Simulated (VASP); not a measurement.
Ti₂Pd (space group I4/mmm): computed properties

Method: PBEsol GGA, VASP's PBE PAW potentials (set 64) (plane waves; VASP 6.6.1).

For Ti2Pd, the space group is I4/mmm (139). The cell is a = b = 3.083 Å, c = 9.763 Å, α = β = γ = 90.00° and the volume per atom comes out as 15.47 Å³/atom. The band gap (over mesh and band path) comes out as none (metal, semimetal or under 0.01 eV) and the density is 7.23 g/cm³.

```cif
data_Pd2Ti4
_chemical_formula_sum 'Ti4 Pd2'
_space_group_name_H-M_alt 'I4/mmm'
_space_group_IT_number 139
_space_group_name_Hall '-I 4 2'
_cell_length_a 3.08320
_cell_length_b 3.08320
_cell_length_c 9.76279
_cell_angle_alpha 90.000
_cell_angle_beta 90.000
_cell_angle_gamma 90.000
loop_
_atom_site_label
_atom_site_type_symbol
_atom_site_symmetry_multiplicity
_atom_site_Wyckoff_symbol
_atom_site_fract_x
_atom_site_fract_y
_atom_site_fract_z
_atom_site_occupancy
Ti1 Ti 4 e 0.00000 0.00000 0.33572 1
Pd1 Pd 2 a 0.00000 0.00000 0.00000 1
```
(The calculation used a cell of 3 atoms; values per cell refer to that cell.)

The structure comes from a computed database's Ti2Pd entry (I4/mmm); how it stands against other phases isn't given here. It was relaxed first. Symmetry was kept, so distortions that lower it aren't found.
